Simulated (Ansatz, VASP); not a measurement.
# SiO2: VASP beside Ansatz, part 3 of 3

Aim: how closely do two programs agree when they are given the same cell, functional and k mesh? The cell is taken from a series of runs on this material, whose earlier steps may have relaxed, scaled, displaced or heated it; both programs get it as it stands.

VASP 6.6.1 and Ansatz 0.2.0.

So far: Starting point; VASP: zone-centre phonons, LDA.

## Step 3: Ansatz: zone-centre phonons, LDA

Level of this step: Ansatz beside VASP: Kohn-Sham DFT, plane waves, LDA (Ansatz).

Ansatz runs on its PAW soft_1 files.

The same cell, functional (in two slightly different forms) and mesh now go to Ansatz, which takes its cutoff from its data sets.

File input.yaml:

```yaml
crystal:
  lattice:
    - [4.0302653771, 0.0, 0.0]
    - [0.0, 4.0302653771, 0.0]
    - [0.0, 0.0, 2.7078391266]
  atoms:
    - { symbol: O, position: [0.6964385119, 0.6964385119, 0.0] }
    - { symbol: O, position: [0.1964385119, 0.8035614881, 0.5] }
    - { symbol: O, position: [0.3035614881, 0.3035614881, 0.0] }
    - { symbol: O, position: [0.8035614881, 0.1964385119, 0.5] }
    - { symbol: Si, position: [0.5, 0.5, 0.5] }
    - { symbol: Si, position: [0.0, 0.0, 0.0] }
kpoints:
  mp_grid: { grid: [8, 8, 8] }
hamiltonian:
  xc: lda
  pseudopotentials: { kind: paw, azcp: { folder: soft_1 }, xc_functional: pbe }
scf:
  occupations: { method: fixed }
output:
  eigenvalues: true
phonons:
  method: dfpt
  dielectric: true
  rigid_motions: translations
```

Launch:

```console
> ansatz run input.yaml --threads 8 --pin off --max-ram 16384MiB --backend cpu --events-out ev --progress --plain --runs-dir out
```

Numbers of over 12 decimals in the logs are rounded to 6 here.

Log:

```text
Engine: ansatz 0.2.0, aarch64-unknown-linux-gnu
Pseudopotentials: kind: paw
Pseudopotential: O, paw, valence charge 6, recommended cutoff 420 eV (normal), soft_1/O.paw.azcp
Pseudopotential: Si, paw, valence charge 4, recommended cutoff 420 eV (normal), soft_1/Si.paw.azcp
Functional definition: SPW92
  exchange = slater_x
  correlation = pw_c
Crystal: 6 atoms, lattice volume = 43.984 Å³
Basis set: ecut = 420 eV, 865 PW (Γ), exchange–correlation on 60×60×40 points (8 copies of the dense FFT grid, shifted against one another)
Bands: 22, of which v1, the nominal top of the filled ones, is band 16 counted from 1 (15 counted from 0)
Symmetry: 16 space group operations
k-points: 260 of 512 (irreducible under 1 space group operation, time reversal used)
Non-local potential: O, projectors of the file, l = 0: 2, l = 1: 2, l = 2: 1
Non-local potential: Si, projectors of the file, l = 0: 2, l = 1: 2, l = 2: 1
PAW form: soft (Blöchl's): semilocal exchange-correlation on the pseudo side does not see the compensation charge
PAW frozen core: O, regenerated for the run's functional, and the local potential with it (the file was generated under x = pbe(κ = 0.804, μ = 0.219515), c = pbe(β = 0.066725))
PAW frozen core: Si, regenerated for the run's functional, and the local potential with it (the file was generated under x = pbe(κ = 0.804, μ = 0.219515), c = pbe(β = 0.066725))
PAW one-centre angular grid: O, 110 points (default); XC on 64 Gauss nodes
PAW one-centre angular grid: Si, 110 points (default); XC on 64 Gauss nodes
Initial density: superposition of atomic densities (chi_scale 0.1, normalization cell, long waves kept (reshape's long-wave potential 0.00 eV rms))
Initial wavefunctions: pseudopotential atomic-orbital guess
Functional: x = slater, c = lda
SCF iter   1: F=—  HF=-3447.550210 eV  |F-HF|=—  |Δ(HF+E_count)|=         —  Δρ=1.49e-1  dr2=7.59e0  ethr=3.10e-3  ⟨swp⟩=4.2  Hψ=25857  notcnv=0  defer=1002
preconditioner: auto → none  [insulator: Δε(μ)=7.505 eV  Ē_g=20.157 eV  n_scr=10 (ndim 8)  ℏωp=31.7 eV  f_vac=0.000  ε∞_Penn≈3.5]
SCF iter   2: F=—  HF=-3445.447388 eV  |F-HF|=—  |Δ(HF+E_count)|=    2.10e0  Δρ=6.39e-2  dr2=6.49e-1  ethr=3.10e-3  ⟨swp⟩=3.0  Hψ=13719  notcnv=0  defer=1014
SCF iter   3: F=—  HF=-3445.284127 eV  |F-HF|=—  |Δ(HF+E_count)|=   1.63e-1  Δρ=2.27e-2  dr2=8.00e-2  ethr=2.03e-3  ⟨swp⟩=2.4  Hψ=9952  notcnv=0  defer=1040
SCF iter   4: F=—  HF=-3445.285740 eV  |F-HF|=—  |Δ(HF+E_count)|=   1.61e-3  Δρ=1.76e-3  dr2=4.49e-4  ethr=2.50e-4  ⟨swp⟩=2.0  Hψ=6582  notcnv=0  defer=1032
SCF iter   5: F=—  HF=-3445.285936 eV  |F-HF|=—  |Δ(HF+E_count)|=   1.96e-4  Δρ=2.13e-4  dr2=1.16e-5  ethr=1.40e-6  ⟨swp⟩=2.0  Hψ=9539  notcnv=0  defer=1032
SCF iter   6: F=—  HF=-3445.285938 eV  |F-HF|=—  |Δ(HF+E_count)|=   1.47e-6  Δρ=3.00e-5  dr2=9.78e-8  ethr=3.64e-8  ⟨swp⟩=2.1  Hψ=9126  notcnv=0  defer=457
SCF iter   7: F=—  HF=-3445.285938 eV  |F-HF|=—  |Δ(HF+E_count)|=   2.27e-7  Δρ=3.10e-6  dr2=2.17e-9  ethr=3.06e-10  ⟨swp⟩=2.4  Hψ=9601  notcnv=0  defer=441
SCF iter   8: F=-3445.285938 eV  HF=-3445.285938 eV  |F-HF|=1.96e-11  |Δ(HF+E_count)|=  7.27e-10  Δρ=4.07e-7  dr2=3.60e-11  ethr=1.00e-12  ⟨swp⟩=13.8  Hψ=40956  notcnv=0
SCF 1 converged in 8 iterations: F = -3445.285938 eV  dr2 = 3.60e-11
  greatest PAW one-centre occupation: 0.856 electrons in one spin orbital (limit 2), on the O atom at site 3 (counted from 0), in its partial waves of l = 0
DFPT response loops at Γ: preconditioner auto → none (the input reference at scf.mixing.eps_inf says where Resta's filter doesn't serve); β = 0.50; Broyden in place of MSR1
── the response to a field inside a basis, on 8×8×8 k-points: an SCF that follows is theirs, and a resumed run solves both again ──
Bands: 17, of which v1, the nominal top of the filled ones, is band 16 counted from 1 (15 counted from 0)
k-points: 40 of 512
Initial density: handed on by an earlier stage of this run
Initial wavefunctions: pseudopotential atomic-orbital guess (no wavefunctions were taken with the density)
Eigensolver: Dense (40 Hₖ)
SCF iter   1: F=—  HF=-3445.286997 eV  |F-HF|=—  |Δ(HF+E_count)|=         —  Δρ=7.22e-4  dr2=3.55e-5  ethr=1.00e-1
preconditioner: auto → none  [insulator: Δε(μ)=6.495 eV  Ē_g=17.033 eV  n_scr=10 (ndim 8)  ℏωp=31.7 eV  f_vac=0.000  ε∞_Penn≈4.5]
SCF iter   2: F=—  HF=-3445.286986 eV  |F-HF|=—  |Δ(HF+E_count)|=   1.06e-5  Δρ=3.07e-4  dr2=8.33e-6  ethr=1.11e-7
SCF iter   3: F=—  HF=-3445.286985 eV  |F-HF|=—  |Δ(HF+E_count)|=   1.04e-6  Δρ=1.14e-4  dr2=1.75e-6  ethr=2.60e-8
SCF iter   4: F=-3445.286985 eV  HF=-3445.286985 eV  |F-HF|=2.30e-10  |Δ(HF+E_count)|=   5.87e-7  Δρ=8.04e-6  dr2=8.27e-9  ethr=5.46e-9
SCF 1 converged in 4 iterations: F = -3445.286985 eV  dr2 = 8.27e-9
  greatest PAW one-centre occupation: 0.856 electrons in one spin orbital (limit 2), on the O atom at site 1 (counted from 0), in its partial waves of l = 0
DFPT response loops at Γ: mixed as the last ones told, above
SCF converged after 8 iterations
Free energy (F): -3445.285938 eV
Harris-Foulkes:  -3445.285938 eV  (|F-HF|=1.96e-11)
Internal energy: -3445.285938 eV  (E = F + TS)
E sigma→0 (E₀):  -3445.285938 eV
Fermi energy:    11.247589 eV
--- Per-component energies (eV) ---
  E_band       = 80.766970
  E_kinetic    = 791.347929
  E_local      = -1157.293175  (includes V_loc(G=0)·N_el)
  E_nonlocal   = 262.315849
  E_hartree    = 421.899385
  E_xc         = -402.152282
  E_vxc        = -469.836825  (∫ρ·V_xc dr)
  E_paw        = -1583.090488  (= ΣΔE_a)
  E_vpaw       = -189.568872  (= ΣTr[D̂ρ^β])
  E_aug_tail   = 0.003234  (compensation charges beyond the density's cutoff)
  E_ewald      = -1778.872738
  E_core_change = 0.556347  (= ΣΔE_core)
  E_smearing   = -0.000000  (= −TS)
  E_closure    = -0.000000  (closes the sum)
  Σ components = -3445.285938   (vs F -3445.285938, Δ=0.00e0)
--- Band table (eV; the first three rows and the last of 260) ---
  k-point 0: bands = [... 12 lower, 8.5996, 10.3641, 10.3641, 11.2476, 17.2452, 17.6254, 19.2899, 19.2899, ... 2 higher]
  k-point 1: bands = [... 12 lower, 7.9782, 10.1850, 10.1850, 10.9891, 18.3388, 18.3491, 20.1963, 20.1963, ... 2 higher]
  k-point 2: bands = [... 12 lower, 6.8418, 9.6440, 9.6440, 10.2161, 19.4520, 20.7094, 21.2836, 22.2127, ... 2 higher]
  k-point 259: bands = [... 12 lower, 9.5900, 9.5900, 9.5922, 9.5922, 19.0477, 19.0477, 22.7122, 22.7122, ... 2 higher]
--- Phonons (Γ-DFPT): 4 representative perturbations + reference, on 260 of 512 k-points (Σ response iterations 12) ---
  k mesh reduced under 1 symmetry operation, with k and −k counted as one. Each operation leaves every solved perturbation unchanged. A smaller set is not considered because the run solves the response to a homogeneous field
  ASR residual: 1.534e-4 → 0.000e0 eV/Å²; symmetrization residual: 1.251e-6 eV/Å²
  ASR residual per site (eV/Å²): 1.53e-4 1.53e-4 1.53e-4 1.53e-4 9.72e-5 9.72e-5
  Γ frequencies (cm⁻¹): 0.00 0.00 0.00 207.07 387.25 483.79 483.79 600.60 600.60 613.32 645.58 702.62 702.62 785.50 817.18 836.46 836.46 1016.70
  ε∞ (high-frequency dielectric tensor):
        3.334308     0.000000     0.000000
        0.000000     3.334308     0.000000
        0.000000     0.000000     3.590138
  ε⁰ (static dielectric tensor: ions relaxed, cell fixed):
        9.447125    -0.000000    -0.000000
       -0.000000     9.447125     0.000000
       -0.000000     0.000000     9.645646
  ε⁰ − ε∞ (ionic part):
        6.112817    -0.000000    -0.000000
       -0.000000     6.112817     0.000000
       -0.000000     0.000000     6.055508
  softest optical mode at Γ: 207.07 cm⁻¹; the repairs (sum rule, projections) moved no ω² at Γ by more than (1.95 cm⁻¹)²
  Born effective charges Z* (e; rows j = field, columns β = displacement):
    site 0:
        -1.88781   -0.53401   -0.00000
        -0.53401   -1.88781   -0.00000
         0.00000   -0.00000   -2.05371
    site 1:
        -1.88781    0.53401   -0.00000
         0.53401   -1.88781   -0.00000
        -0.00000   -0.00000   -2.05371
    site 2:
        -1.88781   -0.53401   -0.00000
        -0.53401   -1.88781   -0.00000
         0.00000   -0.00000   -2.05371
    site 3:
        -1.88781    0.53401   -0.00000
         0.53401   -1.88781   -0.00000
        -0.00000   -0.00000   -2.05371
    site 4:
         3.77562   -0.27881    0.00000
        -0.27881    3.77562    0.00000
         0.00000    0.00000    4.10743
    site 5:
[...]
Z* charge neutrality: 2.494e-3 e pre-enforcement
  solved inside a basis spanned on kpoints, on 8×8×8 k-points, its susceptibility summed on 8×8×12: ε∞ is read to err by 8.3e-3, Z* by 1.4e-2 e (field_mesh: kpoints solves on kpoints); Z* is corrected for what the basis lacks
  optical modes at Γ without the LO–TO term, one row a degenerate level:
      ω (cm⁻¹)  modes    IR ((D/Å)²/amu)
[...]
optical modes at Γ + LO–TO along q̂ = [1.0000, 0.0000, 0.0000]:
      ω (cm⁻¹)  modes    IR ((D/Å)²/amu)
[...]
optical modes at Γ + LO–TO along q̂ = [0.0000, 1.0000, 0.0000]:
      ω (cm⁻¹)  modes    IR ((D/Å)²/amu)
[...]
optical modes at Γ + LO–TO along q̂ = [0.0000, 0.0000, 1.0000]:
      ω (cm⁻¹)  modes    IR ((D/Å)²/amu)
[...]
600.60      2             0.0000
        613.32      1             0.0000
        702.62      2            10.4393
        785.50      1             0.0000
        817.18      1             0.0000
        836.46      2            40.5723
       1016.70      1             0.0000
       1058.19      1            52.0459
```

In the SCF lines HF is the Harris–Foulkes energy and dr2 the Hartree energy of the density residual, in eV; the loop may stop once dr2 is under the threshold and the program's other checks hold. Hψ counts applications of the Hamiltonian.

## Step 4: Comparison

Known differences besides the potentials themselves: fixed occupations in Ansatz, narrow Gaussian smearing in VASP; VASP's response is taken on the typed mesh, Ansatz refines its own for the field response alone; the cutoff is 420 eV in Ansatz and 600 eV in VASP; VASP's log shows a relativistic correction to its local exchange, Ansatz's none. Total energies have different zeros and are not compared.

The two programs side by side:

```tsv
quantity	Ansatz	VASP	difference
ε∞ xx	3.33	3.31	+0.72 %
ε∞ yy	3.33	3.31	+0.72 %
ε∞ zz	3.59	3.56	+0.78 %
Born charge of O1 (mean of the diagonal) (e)	-1.94	-1.93	-0.02
Born charge of Si5 (mean of the diagonal) (e)	3.89	3.85	+0.03
optical mode 1 (cm⁻¹)	207.1	207.5	-0.22 %
optical mode 2 (cm⁻¹)	387.2	390.3	-0.79 %
optical mode 3 to 4 (cm⁻¹)	483.8	486.6	-0.57 %
optical mode 5 to 6 (cm⁻¹)	600.6	604.8	-0.69 %
optical mode 7 (cm⁻¹)	613.3	616.9	-0.58 %
optical mode 8 (cm⁻¹)	645.6	651.9	-0.97 %
optical mode 9 to 10 (cm⁻¹)	702.6	705.8	-0.46 %
optical mode 11 (cm⁻¹)	785.5	791.8	-0.79 %
optical mode 12 (cm⁻¹)	817.2	821.2	-0.49 %
optical mode 13 to 14 (cm⁻¹)	836.5	842.6	-0.73 %
optical mode 15 (cm⁻¹)	1016.7	1019.8	-0.31 %
```

Modes are paired by rising frequency, not by their patterns, so a pair may set unlike modes beside each other; they are those without the splitting of longitudinal modes.

## Step 5: What came out

| Property | Result |
| --- | --- |
| r.m.s. difference of the optical zone-centre modes, each program's sorted by frequency (zone-centre phonons, LDA) | 4.3 cm⁻¹ |
| difference in optical mode 8 (zone-centre phonons, LDA) | -1.0 % |

**Reading.** The r.m.s. difference of the optical zone-centre modes, each program's sorted by frequency is 4.3 cm⁻¹ (zone-centre phonons, LDA). Among the rows given in per cent, the largest difference of the zone-centre phonons, LDA pair is in optical mode 8, -1.0 %. How closely two codes agree says nothing of how well the functional describes the real material.

[Lines on the potential files, build, host, timing and source positions are cut from VASP's logs without a mark.]

[Logs are printed without paths, hosts, clocks, repeated set-up lines and the standing remarks that a program may print on its own settings, such as how far it seeks lower states.]

[Hosts, paths, dates, database ids (printed as entryN), source tags and the programs' standing remarks are cut or masked in the printed files.]
